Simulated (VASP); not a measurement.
# Bi2P5: single point with PBE

The system is Bi2P5.

```
Bi P
1.0
     0.00000    5.53862    5.53862
     5.53862    0.00000    5.53862
     5.53862    5.53862    0.00000
Bi P
4 10
Direct
  0.62500 0.62500 0.62500
  0.12500 0.62500 0.62500
  0.62500 0.62500 0.12500
  0.62500 0.12500 0.62500
  0.25000 0.25000 0.25000
  0.00000 0.00000 0.00000
  0.36670 0.36670 0.36670
  0.35010 0.88330 0.88330
  0.36670 0.36670 0.89990
  0.88330 0.35010 0.88330
  0.89990 0.36670 0.36670
  0.88330 0.88330 0.88330
  0.36670 0.89990 0.36670
  0.88330 0.88330 0.35010
```

The cell was built by a generator and needn't be a form met in nature.

```
Program             : VASP 6.6.1
Task                : single point
Functional          : PBE
Potentials or basis : VASP PAW PBE potentials, release 64 (Bi_d, P)
Cutoff              : 520 eV
k mesh              : 6 × 6 × 6
Occupations         : gaussian, width 0.1 eV
Spin                : no spin polarisation
```

* Pressure: -0.1 GPa
* Largest force: 0.028 eV/Å
* Band gap on the k mesh: none (metal or under the smearing width)

Forces in eV/Å, atoms in the order of the input:
```
Bi   0.000  0.000  0.000
Bi   0.000  0.000  0.000
Bi   0.000  0.000  0.000
Bi   0.000  0.000  0.000
P    0.000  0.000  0.000
P    0.000  0.000  0.000
P   -0.016 -0.016 -0.016
P    0.016 -0.016 -0.016
P    0.016  0.016 -0.016
P   -0.016  0.016 -0.016
P   -0.016  0.016  0.016
P    0.016  0.016  0.016
P    0.016 -0.016  0.016
P   -0.016 -0.016  0.016
```

Levels at points of the mesh, in eV from the Fermi level:
| k point | band 51 | band 52 | band 53 | band 54 | band 55 | band 56 | band 57 | band 58 | band 59 | band 60 |
| --- | --- | --- | --- | --- | --- | --- | --- | --- | --- | --- |
| (0.00, 0.00, 0.00) | -0.81 | -0.81 | -0.19 | -0.19 | 0.21 | 0.21 | 0.21 | 0.78 | 0.78 | 0.78 |
| (0.50, 0.00, 0.00) | -0.91 | -0.45 | -0.45 | -0.32 | 0.00 | 0.00 | 0.22 | 0.92 | 0.92 | 1.06 |
| (0.50, 0.50, 0.00) | -0.96 | -0.96 | -0.20 | -0.20 | 0.26 | 0.26 | 0.75 | 0.75 | 2.01 | 2.01 |

Wall time 6.8 min on 1 thread of Intel(R) Xeon(R) Platinum 8559C (Emerald Rapids), on a shared host, peak memory 0.62 GiB.

Caveat: spin-orbit coupling is left out, which moves the levels of the heavy elements.
